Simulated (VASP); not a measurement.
```
CELL_PARAMETERS angstrom
      2.96575    -1.71219     0.00000
      2.96575     1.71219     0.00000
     -2.22220     0.00000    17.40577
ATOMIC_POSITIONS crystal
  Ti 0.43625 0.43625 0.82913
  Ti 0.56375 0.56375 0.17087
  S  0.07207 0.07207 0.74846
  S  0.92793 0.92793 0.25154
  S  0.79919 0.79919 0.90962
  S  0.20081 0.20081 0.09038
```

Level of theory: PBEsol GGA, VASP's PBE PAW potentials (set 64) (plane waves; VASP). Settings: 300 eV cut-off, 6×6×1 Γ-centred mesh, Gaussian smearing of 0.27 eV, potentials Ti_sv S.

The cell holds a wide vacuum, so values per volume refer to the whole cell.

Q: Give the energies of bands 14 to 27 at the high-symmetry points, in eV from the Fermi level.

A: 
```csv
band,Γ,C,Y2,M2,D,A,V2
14,-4.36,-4.30,-5.25,-5.25,-4.30,-4.36,-5.25
15,-2.86,-4.19,-4.23,-4.23,-4.19,-2.86,-4.23
16,-2.86,-4.18,-3.98,-3.98,-4.19,-2.86,-3.98
17,-2.85,-4.14,-2.87,-2.87,-4.13,-2.85,-2.87
18,-2.85,-4.00,-2.85,-2.85,-4.00,-2.85,-2.85
19,-1.78,-2.76,-2.80,-2.80,-2.76,-1.78,-2.80
20,-0.87,-2.55,-2.75,-2.75,-2.55,-0.87,-2.74
21,-0.06,-2.49,-2.16,-2.16,-2.49,-0.06,-2.16
22,-0.06,-2.48,-1.69,-1.69,-2.48,-0.06,-1.69
23,-0.01,-2.33,-1.51,-1.51,-2.33,-0.01,-1.51
24,-0.01,-2.33,-1.42,-1.42,-2.33,-0.01,-1.43
25,0.40,1.04,0.01,0.01,1.04,0.40,0.01
26,0.40,1.04,0.13,0.13,1.04,0.40,0.13
27,0.40,1.52,1.43,1.43,1.52,0.40,1.43
```

It has no gap at this level: it comes out as a metal or semimetal.

The cell is a sheet with vacuum, built from a database entry that may be metastable or hypothetical.
